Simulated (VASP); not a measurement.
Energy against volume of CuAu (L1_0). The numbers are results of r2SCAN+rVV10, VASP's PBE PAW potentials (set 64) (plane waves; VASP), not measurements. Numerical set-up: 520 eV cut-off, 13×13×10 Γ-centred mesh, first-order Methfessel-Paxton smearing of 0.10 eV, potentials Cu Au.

Shape and ions are relaxed at each volume.

```
V (Å³/atom)  E (eV/atom)
-----------  -----------
13.530         -30.48679
13.962         -30.51125
14.394         -30.51913
14.826         -30.51337
```

Question: Fit these four points and predict the energy of the run at 15.258 Å³/atom.

Answer: A cubic in V^(−2/3), the third-order Birch-Murnaghan form, passes through the four points with V0 = 14.41 Å³/atom and B0 = 167 GPa, and gives -30.4964 eV/atom there. The run gave -30.4966 eV/atom, -0.2 meV/atom from the fit; all five points give B0 = 166 GPa.

The compound is CuAu in the L1_0 structure. It was relaxed first.
